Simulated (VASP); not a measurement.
Here is the system:

```xyz
2
Lattice="0.0000 2.7582 2.7582 2.7582 0.0000 2.7582 2.7582 2.7582 0.0000" Properties=species:S:1:pos:R:3 pbc="T T T"
Zn     0.0000     0.0000     0.0000
S      1.3791     1.3791     1.3791
```

These are RPBE GGA, VASP's PBE PAW potentials (set 64) (plane waves; VASP 6.6.1) values and carry that method's errors. Numerical set-up: 520 eV cut-off, 9×9×9 Γ-centred mesh, tetrahedra with Blöchl corrections, potentials Zn S.

**Question.** Tabulate the total density of states (states/eV per cell) against energy (eV; zero at the valence-band maximum or, without a gap, the Fermi level).

**Answer.** 
```
E (eV) | DOS (states/eV)
    -9.95 |  0.00
    -9.71 |  0.00
    -9.59 |  0.00
    -9.35 |  0.00
    -9.23 |  0.00
    -8.99 |  0.00
    -8.75 |  0.00
    -8.63 |  0.00
    -8.39 |  0.00
    -8.15 |  0.00
    -8.03 |  0.00
    -7.79 |  0.00
    -7.67 |  0.00
    -7.43 |  0.00
    -7.19 |  0.00
    -7.07 |  0.00
    -6.83 |  0.00
    -6.59 |  0.00
    -6.47 |  0.00
    -6.23 |  0.00
    -6.11 | ## 1.90
    -5.87 | ################ 13.4
    -5.63 | ############################## 25.7
    -5.51 | ###### 5.41
    -5.27 |  0.26
    -5.03 |  0.00
    -4.91 |  0.00
    -4.67 |  0.26
    -4.55 | # 0.45
    -4.31 | ### 2.42
    -4.07 | ## 1.48
    -3.95 | # 1.04
    -3.71 | # 0.76
    -3.59 | # 0.64
    -3.35 | # 0.46
    -3.11 |  0.39
    -2.99 |  0.35
    -2.75 |  0.41
    -2.51 | ## 1.56
    -2.39 | ## 1.45
    -2.15 | ## 1.47
    -2.03 | ## 1.97
    -1.79 | ## 2.05
    -1.55 | ## 2.09
    -1.43 | ## 2.07
    -1.19 | ## 2.11
    -0.95 | ## 2.11
    -0.83 | ## 1.98
    -0.59 | # 1.11
    -0.47 | # 0.89
    -0.23 | # 0.44
     0.01 |  0.01
     0.13 |  0.00
     0.37 |  0.00
     0.49 |  0.00
     0.73 |  0.00
     0.97 |  0.00
     1.09 |  0.00
     1.33 |  0.00
     1.57 |  0.00
     1.69 |  0.00
     1.93 |  0.00
     2.05 |  0.00
     2.29 |  0.01
     2.53 |  0.02
     2.65 |  0.03
     2.89 |  0.06
     3.13 |  0.09
     3.25 |  0.11
     3.49 |  0.31
     3.61 | # 0.46
     3.85 | # 0.79
     4.09 | # 1.06
     4.21 | # 1.27
     4.45 | ## 2.01
     4.69 | ## 2.13
     4.81 | ## 1.69
     5.05 | # 0.89
     5.17 | # 0.75
     5.41 | # 0.66
```
Within 2 eV below the valence-band maximum the largest weight inside VASP's projection spheres is S p, then Zn d.

The compound is ZnS in the zinc blende structure. It was relaxed first, which changed the volume by +6 %.
